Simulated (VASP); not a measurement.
VASP input:

INCAR:
```
! general
SYSTEM  = C
PREC    = Accurate
ENCUT   = 600
LREAL   = .False.
LASPH   = .True.

! electronic loop
EDIFF   = 1E-7
NELM    = 100
ALGO    = Normal

! smearing
ISMEAR  = 0
SIGMA   = 0.05

! functional
GGA     = PS

! ions
IBRION  = 2
NSW     = 40
ISIF    = 3
EDIFFG  = -0.01
PSTRESS = 200

! output
LWAVE   = .False.
LCHARG  = .False.
```

### POSCAR
```
C
1
   -0.0000000000     1.7783297413     1.7783297413
    1.7783297413     0.0000000000     1.7783297413
    1.7783297413     1.7783297413    -0.0000000000
C
2
Direct
  0.0000000000   0.0000000000   0.0000000000
  0.2500000000   0.2500000000   0.2500000000
```

File KPOINTS:
```
Automatic mesh
0
Gamma
12 12 12
0 0 0
```

POTCAR, in this order: C (PBE.64 set). Program: vasp_std.

Task: Translate this PBEsol calculation to Ansatz.

Result: One equivalent input (not run):
Ansatz 0.2 input:
```yaml
crystal:
  lattice:
    - [0.0000000, 1.7783297, 1.7783297]
    - [1.7783297, 0.0000000, 1.7783297]
    - [1.7783297, 1.7783297, 0.0000000]
  atoms:
    - { symbol: C, position: [0.0000000, 0.0000000, 0.0000000] }
    - { symbol: C, position: [0.2500000, 0.2500000, 0.2500000] }
kpoints:
  mp_grid: { grid: [12, 12, 12] }
hamiltonian:
  xc: pbesol
  pseudopotentials: { kind: paw }
scf:
  occupations: { method: gaussian, width: 0.05 }
  max_iter: 100
relax:
  max_steps: 40
  f_tol: 0.01
  cell: { p_target: 20 }
output: { forces: true, stress: true, eigenvalues: true }
```
Limits of the translation: each code has its own PAW files, so the cut-off isn't converted (ENCUT is set for VASP's; basis.ecutwfc is left out, and Ansatz then takes the one that its files recommend); Ansatz stops its SCF on the density residual and VASP on the energy change (EDIFF).

The compound is C in the diamond structure. This run relaxes it under an external pressure of 20 GPa. Symmetry was kept, so distortions that lower it aren't found.
